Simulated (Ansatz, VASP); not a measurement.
## ZrTa2C3 in two plane-wave programs

Aim: how closely do two programs agree when they are given the same cell, functional and k mesh? The structure shown is frame 13 of Ansatz's trajectory.

Method: plane waves, with VASP 6.6.1 beside it; single point at PBE, in Ansatz 0.2.0.

## (1) The structure

The cell holds 96 atoms: 32 Ta, 48 C and 16 Zr. Cell: a = 8.912 Å, b = 6.302 Å, c = 19.500 Å, α = 90.0°, β = 90.0°, γ = 90.0°. Rock-salt lattice with in-plane constant 4.456 A; 4 periods of TaC and 2 of ZrC along [110], 2 x 2 in-plane cells; the two parts stretched along z by 1.0 and 1.0944; Ta and Zr shuffled within 5.0 A of one interface; (so at first; earlier steps may have moved the atoms), displaced by a Gaussian of 0.02 A. The structure's axis is c.

## (2) Ansatz: dynamics, PBE

Ansatz runs on its default PAW (the set named soft_2) files.

One frame of this run of dynamics is then solved in both programs, so the motion causes no difference.

Input file input.yaml:

```yaml
crystal:
  lattice:
    - [8.912, 0.0, 0.0]
    - [0.0, 6.30174, 0.0]
    - [0.0, 0.0, 19.50008]
  atoms:
    - { symbol: Ta, position: [0.00046, 0.49906, 0.00022] }
    - { symbol: C, position: [0.99854, 0.7466, 0.0813] }
    - { symbol: Ta, position: [0.99957, 0.49545, 0.15993] }
    - { symbol: C, position: [0.99634, 0.75549, 0.24008] }
    - { symbol: Ta, position: [0.99784, 0.50013, 0.32427] }
    - { symbol: C, position: [0.00366, 0.75145, 0.40428] }
    - { symbol: Zr, position: [0.99999, 0.5059, 0.48444] }
    - { symbol: C, position: [0.99887, 0.75175, 0.56624] }
    - { symbol: Zr, position: [0.99737, 0.49923, 0.64449] }
    - { symbol: C, position: [0.99746, 0.74798, 0.73448] }
    - { symbol: Ta, position: [0.00091, 0.50419, 0.82333] }
    - { symbol: C, position: [0.99863, 0.75222, 0.91162] }
    - { symbol: Ta, position: [0.249, 0.75384, 0.08011] }
    - { symbol: C, position: [0.24885, 0.99904, 0.1609] }
    - { symbol: Ta, position: [0.24674, 0.75129, 0.24262] }
    - { symbol: C, position: [0.25293, 0.00036, 0.32483] }
    - { symbol: Zr, position: [0.24907, 0.74363, 0.40174] }
    - { symbol: C, position: [0.25296, 0.99836, 0.48531] }
    - { symbol: Ta, position: [0.25018, 0.75746, 0.56468] }
    - { symbol: C, position: [0.24892, 0.00335, 0.64698] }
    - { symbol: Zr, position: [0.2509, 0.7501, 0.73486] }
    - { symbol: C, position: [0.25294, 0.00082, 0.82326] }
    - { symbol: Ta, position: [0.24844, 0.74854, 0.90929] }
    - { symbol: C, position: [0.2517, 0.99764, 0.00024] }
    - { symbol: Ta, position: [0.0021, 0.99609, 0.00014] }
    - { symbol: C, position: [0.00121, 0.25282, 0.07897] }
    - { symbol: Ta, position: [0.00086, 0.99667, 0.16179] }
    - { symbol: C, position: [0.99878, 0.24941, 0.24231] }
    - { symbol: Ta, position: [0.99545, 0.0024, 0.3246] }
    - { symbol: C, position: [0.99925, 0.24337, 0.40262] }
[... 60 atom lines left out ...]
    - { symbol: Zr, position: [0.7519, 0.24629, 0.56665] }
    - { symbol: C, position: [0.75143, 0.49995, 0.64441] }
    - { symbol: Zr, position: [0.74774, 0.25408, 0.73549] }
    - { symbol: C, position: [0.74806, 0.49846, 0.8227] }
    - { symbol: Zr, position: [0.75392, 0.24919, 0.9103] }
    - { symbol: C, position: [0.75376, 0.50126, 0.99958] }
kpoints:
  mp_grid: { grid: [1, 1, 1] }
hamiltonian:
  xc: pbe
scf:
  occupations: { method: fermi_dirac, width: 0.05 }
output:
  forces: true
md:
  timestep: 1.0
  n_steps: 40
  ensemble: nve
  temperature: 400
  initial_velocities: maxwell_boltzmann
  seed: 4659
```

Run with:

```sh
> ansatz run input.yaml --threads 8 --pin off --max-ram 15872MiB --backend cpu --events-out ev --progress --plain --runs-dir out
```

Numbers of over 12 decimals in the logs are rounded to 6 here.

The log of the run:

```text
Warning: md: disabling space-group detection — thermal motion breaks the input geometry's symmetry, so no spatial operation reduces the k-mesh or symmetrises the density; time reversal is kept, so that k and −k are solved as one point where they differ and the mesh holds both, and exact exchange and, on two spinor components, a DFT+U term hold to it where the run has them: on two components no moment then forms, and  [...]
Engine: ansatz 0.2.0, aarch64-unknown-linux-gnu
Pseudopotentials: kind: paw
Pseudopotential: Ta, paw, valence charge 13, recommended cutoff 420 eV (normal), Ta.paw.azcp
Pseudopotential: C, paw, valence charge 4, recommended cutoff 420 eV (normal), C.paw.azcp
Pseudopotential: Zr, paw, valence charge 12, recommended cutoff 420 eV (normal), Zr.paw.azcp
Functional definition: PBE
  parameter kappa = 0.804
  parameter beta = 0.066725
  exchange = pbe_x(kappa = kappa, mu = beta*pi^2/3)
  correlation = pbe_c(beta = beta)
Crystal: 96 atoms, lattice volume = 1095.146 Å³
Basis set: ecut = 420 eV, 21397 PW (Γ), exchange–correlation on 120×90×270 points (8 copies of the dense FFT grid, shifted against one another)
Bands: 496, of which v1, the nominal top of the filled ones, is band 400 counted from 1 (399 counted from 0)
Symmetry: 1 space group operations
k-points: 1
Non-local potential: Ta, projectors of the file, l = 0: 3, l = 1: 2, l = 2: 2, l = 3: 1
Non-local potential: C, projectors of the file, l = 0: 2, l = 1: 2, l = 2: 1
Non-local potential: Zr, projectors of the file, l = 0: 3, l = 1: 2, l = 2: 2, l = 3: 2
PAW form: soft (Blöchl's): semilocal exchange-correlation on the pseudo side does not see the compensation charge
PAW one-centre angular grid: Ta, 590 points (default); XC on 64 Gauss nodes
PAW one-centre angular grid: C, 110 points (default); XC on 64 Gauss nodes
PAW one-centre angular grid: Zr, 590 points (default); XC on 64 Gauss nodes
Initial density: superposition of atomic densities (neutral atoms: chi_scale 0, normalization atom), corrected by the library's trained network
Initial wavefunctions: pseudopotential atomic-orbital guess
Functional: x = pbe(κ = 0.804, μ = 0.219515), c = pbe(β = 0.066725)
SCF iter   1: F=—  HF=-396872.800176 eV  |F-HF|=—  |Δ(HF+E_count)|=         —  Δρ=9.22e-3  dr2=2.13e0  ethr=1.77e-3  ⟨swp⟩=6.0  Hψ=1798  notcnv=0  defer=63
preconditioner: auto → Resta (q_TF=auto, 2.589 Å⁻¹)  ε∞=9.2  [insulator: Δε(μ)=0.135 eV  Ē_g=7.990 eV  σ=0.050 eV  W_gap=0.59  n_scr=330 (ndim 8)  ℏωp=22.9 eV  f_vac=0.000  D(μ)=17.01/eV (n_scr^D=84)  ε∞_Penn≈9.2]
SCF iter   2: F=—  HF=-396872.614976 eV  |F-HF|=—  |Δ(HF+E_count)|=   1.85e-1  Δρ=4.98e-3  dr2=3.55e-1  ethr=2.66e-4  ⟨swp⟩=1.0  Hψ=571  notcnv=0  defer=63
SCF iter   3: F=—  HF=-396872.553076 eV  |F-HF|=—  |Δ(HF+E_count)|=   6.19e-2  Δρ=7.93e-4  dr2=9.98e-3  ethr=4.44e-5  ⟨swp⟩=2.0  Hψ=539  notcnv=0  defer=63
SCF iter   4: F=—  HF=-396872.552158 eV  |F-HF|=—  |Δ(HF+E_count)|=   9.18e-4  Δρ=1.41e-4  dr2=2.00e-4  ethr=1.25e-6  ⟨swp⟩=2.0  Hψ=604  notcnv=0  defer=63
SCF iter   5: F=—  HF=-396872.552199 eV  |F-HF|=—  |Δ(HF+E_count)|=   4.15e-5  Δρ=2.89e-5  dr2=2.43e-5  ethr=2.50e-8  ⟨swp⟩=2.0  Hψ=789  notcnv=0  defer=63
SCF iter   6: F=—  HF=-396872.553993 eV  |F-HF|=—  |Δ(HF+E_count)|=   1.79e-3  Δρ=7.73e-6  dr2=1.58e-6  ethr=3.03e-9  ⟨swp⟩=2.0  Hψ=845  notcnv=0  defer=75
SCF iter   7: F=-396872.553993 eV  HF=-396872.553993 eV  |F-HF|=7.33e-9  |Δ(HF+E_count)|=   5.64e-8  Δρ=1.67e-6  dr2=2.78e-8  ethr=1.20e-11  ⟨swp⟩=3.0  Hψ=1701  notcnv=0
SCF 1 converged in 7 iterations: F = -396872.553993 eV  dr2 = 2.78e-8
  greatest PAW one-centre occupation: 0.999 electrons in one spin orbital (limit 2), on the Ta atom at site 78 (counted from 0), in its partial waves of l = 0
md step     0: t =     0.00 fs  T =   400.0 K  F+E_penalty+E_count = -396872.55399271 eV  E_kin = 4.911880 eV  conserved = -396867.64211275 eV  (7 SCF iters)
[...]
md step    32: t =    32.00 fs  T =   340.9 K  F+E_penalty+E_count = -396871.82716544 eV  E_kin = 4.186499 eV  conserved = -396867.64066594 eV  (4 SCF iters)
md step    33: t =    33.00 fs  T =   340.3 K  F+E_penalty+E_count = -396871.81916531 eV  E_kin = 4.178550 eV  conserved = -396867.64061531 eV  (3 SCF iters)
md step    34: t =    34.00 fs  T =   340.1 K  F+E_penalty+E_count = -396871.81709096 eV  E_kin = 4.176502 eV  conserved = -396867.64058913 eV  (3 SCF iters)
md step    35: t =    35.00 fs  T =   340.5 K  F+E_penalty+E_count = -396871.82131000 eV  E_kin = 4.180724 eV  conserved = -396867.64058607 eV  (3 SCF iters)
md step    36: t =    36.00 fs  T =   341.3 K  F+E_penalty+E_count = -396871.83181320 eV  E_kin = 4.191213 eV  conserved = -396867.64060050 eV  (3 SCF iters)
md step    37: t =    37.00 fs  T =   342.6 K  F+E_penalty+E_count = -396871.84825286 eV  E_kin = 4.207624 eV  conserved = -396867.64062856 eV  (3 SCF iters)
md step    38: t =    38.00 fs  T =   344.4 K  F+E_penalty+E_count = -396871.87000602 eV  E_kin = 4.229337 eV  conserved = -396867.64066869 eV  (3 SCF iters)
md step    39: t =    39.00 fs  T =   346.6 K  F+E_penalty+E_count = -396871.89625656 eV  E_kin = 4.255539 eV  conserved = -396867.64071784 eV  (3 SCF iters)
[...]
md step    40: t =    40.00 fs  T =   349.0 K  F+E_penalty+E_count = -396871.92608796 eV  E_kin = 4.285320 eV  conserved = -396867.64076786 eV  (8 SCF iters)
SCF converged after 8 iterations
Free energy (F): -396871.926088 eV
Harris-Foulkes:  -396871.926088 eV  (|F-HF|=2.07e-8)
Internal energy: -396871.702560 eV  (E = F + TS)
E sigma→0 (E₀):  -396871.814324 eV
Entropy (-TS):   -0.223528 eV (-2.328 meV/atom)
Fermi energy:    18.503421 eV
--- Per-component energies (eV) ---
  E_band       = -2607.199259
  E_kinetic    = 21505.425938
  E_local      = -28468.437259  (includes V_loc(G=0)·N_el)
  E_nonlocal   = 2985.622479
  E_hartree    = 9588.700151
  E_xc         = -11995.660524
  E_vxc        = -12592.770253  (∫ρ·V_xc dr)
  E_paw        = -320708.762901  (= ΣΔE_a)
  E_vpaw       = -5214.451951  (= ΣTr[D̂ρ^β])
  E_aug_tail   = 0.005433  (compensation charges beyond the density's cutoff)
  E_ewald      = -69778.595876
  E_smearing   = -0.223528  (= −TS)
  E_closure    = 0.000000  (closes the sum)
  Σ components = -396871.926088   (vs F -396871.926088, Δ=0.00e0)
--- Forces (eV/Å), atoms counted from 1 ---
  atom   1  Ta     0.42757159     0.39756594    -1.30833049
  atom   2  C     -0.89003745     1.31023711    -0.43916206
  atom   3  Ta     0.53842459     0.25323890     0.92501589
  atom   4  C      0.95011300     0.58825999    -0.17855403
  atom   5  Ta    -1.59829645     0.03980604    -0.92947974
  atom   6  C     -0.24146149    -0.93080962     0.13012653
  atom   7  Zr     0.93320459     0.32722682     0.10241730
  atom   8  C      0.25346609    -0.78722324    -0.13911355
  atom   9  Zr    -1.66390421     0.42241338     0.01059215
  atom  10  C     -1.11376512    -1.09784795    -0.92600587
  atom  11  Ta     0.63785798    -0.14545144    -0.19241086
  atom  12  C     -0.47763748    -0.06799370    -0.34574557
  atom  13  Ta    -0.81906206    -0.37804296    -0.40703056
  atom  14  C     -0.57894701     0.50026856     0.61028791
  atom  15  Ta     0.64616545     0.18512877    -0.95539038
  atom  16  C      0.13619634     0.78385265     0.04032052
  atom  17  Zr     1.00575096     0.54530889    -0.11749552
  atom  18  C      0.34812187    -0.32547565     0.90836612
  atom  19  Ta    -1.61528017    -0.31920970     1.61622281
  atom  20  C      0.76645779    -0.05722385    -0.30833623
  atom  21  Zr     0.21705956    -0.05734431     1.10644870
  atom  22  C      0.16014743     0.34409530    -0.33683581
  atom  23  Ta    -0.39027476    -0.47342511     0.36672374
  atom  24  C      0.04871425    -0.11747190     0.48132636
[...]
atom  89  Zr     0.70030117     0.87121389    -0.53332195
  atom  90  C     -0.16555201    -0.39867650    -0.12614654
  atom  91  Zr     0.19966978     0.48293262     2.09045252
  atom  92  C     -1.05277741    -0.59091464    -0.64907095
  atom  93  Zr     0.47627956     0.41580373    -0.20755592
  atom  94  C     -0.08319663     0.13589153    -0.64907903
  atom  95  Zr    -1.07834440    -1.52893233     0.50194642
  atom  96  C      0.23531031    -1.07947291    -0.06861054
  max |Σ_I F_I| component: 1.22e-4 eV/Å
--- MD trajectory: 40 steps, t = 0.0 → 40.0 fs ---
  final state: T = 349.0 K   F+E_penalty+E_count = -396871.92608796 eV   E_kin = 4.285320 eV
  conserved energy: peak-to-peak 2.349e-3 eV (2.447e-5 eV/atom) over 40.0 fs
```

The column dr2 measures how far the density is from self-consistency, as an energy; F and HF (Harris–Foulkes) agree once it is small.

## (3) VASP: single point, PBE

The same cell, functional, mesh and smearing now go to VASP, with its own data sets.

Lines of VASP's logs that name or quote its potential files are left out, and so is its time.

Input file INCAR:

```
SYSTEM = ZrTa2C3
PREC = Accurate
ENCUT = 520
EDIFF = 1E-06
NELM = 120
ISMEAR = -1
SIGMA = 0.05
LREAL = Auto
ALGO = Normal
GGA = PE
NBANDS = 440
LASPH = .TRUE.
LORBIT = 11
LWAVE = .FALSE.
LCHARG = .FALSE.
ISIF = 2
GGA_COMPAT = .FALSE.
NCORE = 2
```

Input file POSCAR:

```
ZrTa2C3
1.0
    8.9120000000      0.0000000000      0.0000000000
    0.0000000000      6.3017400000      0.0000000000
    0.0000000000      0.0000000000     19.5000800000
Ta C Zr
32 48 16
Direct
    0.9993267504      0.4965930045      0.0007230740
    0.9974865350      0.4948474548      0.1587378103
    0.0012006284      0.4993858839      0.3261935336
    0.0000897666      0.5046066642      0.8243504642
    0.2498765709      0.7529190351      0.0799073645
    0.2436938959      0.7502213674      0.2430195158
    0.2531867145      0.7583461076      0.5631925613
    0.2510435368      0.7532205391      0.9086014006
    0.0057675045      0.9954869607      0.0009846113
    0.0006732496      0.9971214300      0.1621583091
    0.9947823160      0.0050144881      0.3242140545
    0.2467347397      0.2503118186      0.0795381352
    0.2534335727      0.2525969018      0.2428349012
    0.2512342908      0.2479632609      0.4022804009
    0.2491023339      0.2474237274      0.5671617757
    0.2504376122      0.2552945694      0.7361251851
    0.4984515260      0.5030674068      0.9994317972
    0.5022105027      0.4983702914      0.1605890848
    0.4955004488      0.4986876640      0.3268858384
    0.4977670557      0.5042258170      0.8204530443
    0.7525471275      0.7427789785      0.0802663374
    0.7536467684      0.7547121906      0.2434195142
    0.7534447935      0.7494438044      0.5655617823
    0.7496970377      0.7470317722      0.9110783135
    0.5019973070      0.0029515658      0.9999035901
    0.4959605027      0.9988257212      0.1607839558
    0.4965552065      0.9934716443      0.3254294341
    0.4972621185      0.9947570036      0.4853108295
    0.4958034111      0.0007870842      0.6483973399
    0.5010884201      0.9969310064      0.8233402119
[... 60 atom lines left out ...]
    0.7493940754      0.7521256034      0.4029829621
    0.7539833932      0.7524429761      0.7357303150
    0.7493716338      0.2528984058      0.4038650098
    0.7502805206      0.2483917140      0.5646592219
    0.7475089767      0.2564212424      0.7358585196
    0.7563509874      0.2550882772      0.9112167745
```

Input file KPOINTS:

```
Automatic mesh
0
Gamma
1 1 1
0 0 0
```

The projector-augmented-wave data sets are Ta_pv, C and Zr_sv (PBE family, release 64).

Run with:

```sh
> mpirun -np 8 vasp_gam
```

The log of the run:

```text
[banner, memory and clock lines left out]
running    8 mpi-ranks, on    1 nodes
[...]
LDA part: xc-table for (Slater+PW92), standard interpolation
 POSCAR, INCAR and KPOINTS ok, starting setup
[...]
entering main loop
       N       E                     dE             d eps       ncg     rms          rms(c)
DAV:   1     0.103556858245E+05    0.10356E+05   -0.44140E+05   880   0.185E+03
DAV:   2     0.196537831686E+03   -0.10159E+05   -0.97237E+04   968   0.577E+02
DAV:   3    -0.110059183648E+04   -0.12971E+04   -0.12400E+04  1120   0.180E+02
DAV:   4    -0.118809143090E+04   -0.87500E+02   -0.86504E+02  1184   0.398E+01
[...]
DAV:  21    -0.100918281476E+04    0.12260E-05   -0.31855E-05  1104   0.115E-02    0.148E-02
DAV:  22    -0.100918281291E+04    0.18443E-05   -0.66095E-06   904   0.645E-03    0.507E-03
DAV:  23    -0.100918281312E+04   -0.20548E-06   -0.21134E-06   632   0.320E-03
   1 F= -.10091828E+04 E0= -.10091088E+04  d E =-.148113E+00
```

From OUTCAR (step 3):

```text
  FREE ENERGIE OF THE ION-ELECTRON SYSTEM (eV)
  ---------------------------------------------------
  free  energy   TOTEN  =     -1009.1828131178 eV

  energy  without entropy=    -1009.0347000756  energy(sigma->0) =    -1009.10875660
```

The run ends at a pressure of 12.10 GPa, with forces up to 2.9 eV/Å.

## (4) Side by side

Known differences besides the potentials themselves: the data sets hold 800 valence electrons in Ansatz (on its default PAW (the set named soft_2) files) and 736 in VASP; the cutoff is 420 eV in Ansatz and 520 eV in VASP (PREC = Accurate, projectors in real space). Total energies have different zeros and are not compared.

Forces on 9 of the 96 atoms, those with the largest forces and the largest differences (eV/Å; atoms numbered as in POSCAR):

```tsv
atom	Ansatz x, y, z	VASP x, y, z
Ta9	-0.986, 0.173, -2.072	-0.981, 0.182, -2.091
C47	1.592, -1.086, -0.731	1.576, -1.076, -0.699
C54	-1.933, -0.338, 0.208	-1.940, -0.333, 0.215
C64	0.509, 1.269, -0.617	0.504, 1.281, -0.591
C69	0.946, -0.630, -1.871	0.945, -0.624, -1.886
C72	-0.704, -0.557, -0.088	-0.684, -0.537, -0.088
C78	1.810, 0.755, 0.293	1.818, 0.743, 0.301
Zr82	0.197, 0.529, 2.352	0.196, 0.533, 2.360
Zr86	-0.236, -0.624, 2.759	-0.238, -0.627, 2.776
```

The forces differ by 7.9 meV/Å r.m.s., which is 1.1 % of the r.m.s. force of 0.736 eV/Å (both taken over all components).

## (5) Summary of results

```yaml
r_m_s_force_difference_single_point_pbe: 1.1 % of the r.m.s. force
```

What this shows: The r.m.s. force difference is 1.1 % of the r.m.s. force (single point, PBE), within the 3 % picked in this series as the mark of a large difference. The data sets hold unlike numbers of valence electrons (800 in Ansatz and 736 in VASP), so part of the differences comes from the potentials. 2 further runs of this series are not shown here. How closely two codes agree says nothing of how well the functional describes the real material.

[Lines on the potential files, build, host, timing and source positions are cut from VASP's logs without a mark.]

[Logs are printed without paths, hosts, clocks, repeated set-up lines and the standing remarks that a program may print on its own settings, such as how far it seeks lower states.]

[Hosts, paths, dates, database ids (printed as entryN), source tags and the programs' standing remarks are cut or masked in the printed files.]
